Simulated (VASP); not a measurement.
Given:

```
PtGe
1.0
    5.75601     0.00000     0.00000
    0.00000     3.73003     0.00000
    0.00000     0.00000     6.11156
Ge Pt
4 4
Direct
  0.81393   0.75000   0.58801
  0.18607   0.25000   0.41199
  0.68607   0.25000   0.08801
  0.31393   0.75000   0.91199
  0.00185   0.75000   0.19271
  0.99815   0.25000   0.80729
  0.49815   0.25000   0.69271
  0.50185   0.75000   0.30729
```

Method: LDA (Ceperley-Alder, Perdew-Zunger), VASP's LDA PAW potentials (set 64) (plane waves; VASP 6.6.1). Numerical set-up: 300 eV cut-off, 5×8×5 Γ-centred mesh, Fermi-Dirac smearing of 0.10 eV, potentials Ge_d Pt.

At this cut-off the stress carries a Pulay error, which pulls relaxed volumes low.

Give the force on each atom (eV/Å).

```json
[
 {"atom": "Ge1", "Fx": "-0.058", "Fy": "0.000", "Fz": "0.035"},
 {"atom": "Ge2", "Fx": "0.058", "Fy": "0.000", "Fz": "-0.035"},
 {"atom": "Ge3", "Fx": "0.058", "Fy": "0.000", "Fz": "0.035"},
 {"atom": "Ge4", "Fx": "-0.058", "Fy": "0.000", "Fz": "-0.035"},
 {"atom": "Pt5", "Fx": "0.015", "Fy": "0.000", "Fz": "-0.036"},
 {"atom": "Pt6", "Fx": "-0.015", "Fy": "0.000", "Fz": "0.036"},
 {"atom": "Pt7", "Fx": "-0.015", "Fy": "0.000", "Fz": "-0.036"},
 {"atom": "Pt8", "Fx": "0.015", "Fy": "0.000", "Fz": "0.036"}
]
```

Give the stress tensor in GPa (positive for a compressed cell).

```
-6.51   0.00   0.00
 0.00  -6.34   0.00
 0.00   0.00  -6.38
```
The pressure is its mean diagonal, -6.41 GPa.

The structure comes from a computed database's GePt entry; how it stands against other phases isn't given here. The cell was not relaxed at this level.
